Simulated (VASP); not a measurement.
Level of theory: LDA (Ceperley-Alder, Perdew-Zunger), VASP's LDA PAW potentials (set 64) (plane waves; VASP).

The input files of a VASP run:

KPOINTS:
```
Automatic mesh
0
Gamma
15 15 10
0 0 0
```

**INCAR**
```
ENCUT=520   ! plane-wave cut-off (eV)
SYSTEM=TiAl
LCHARG=.TRUE.
NEDOS=601   ! DOS grid
ALGO=Normal   ! blocked Davidson
LORBIT=11
ISMEAR=-5
NELM=100   ! most electronic steps
LMAXMIX=4
LWAVE=.FALSE.
EDIFF=1E-7   ! SCF stop (eV)
LREAL=.FALSE.   ! projection in real space or not
PREC=Accurate
ISIF=2
LASPH=.TRUE.
```

### POSCAR
```
TiAl
1
    2.7719650574     0.0000000000     0.0000000000
    0.0000000000     2.7719650574     0.0000000000
    0.0000000000     0.0000000000     3.9885323382
Ti Al
1 1
Direct
  0.0000000000   0.0000000000   0.0000000000
  0.5000000000   0.5000000000   0.5000000000
```

POTCAR, in this order: Ti_sv Al (LDA.64 set). Program: vasp_std.

Q: What will the output report for the number of irreducible k-points (NKPTS), largest plane-wave count, number of space-group operations, FFT grid (NGX, NGY, NGZ)?

A: 
* **number of irreducible k-points (NKPTS)**: 216
* **largest plane-wave count**: 846
* **number of space-group operations**: 16
* **FFT grid (NGX, NGY, NGZ)**: 24 × 24 × 30

The compound is TiAl in the L1_0 structure. It was relaxed first, which changed the volume by -6 %. The electron count is odd and the run is not spin-polarised, which forces a metal.
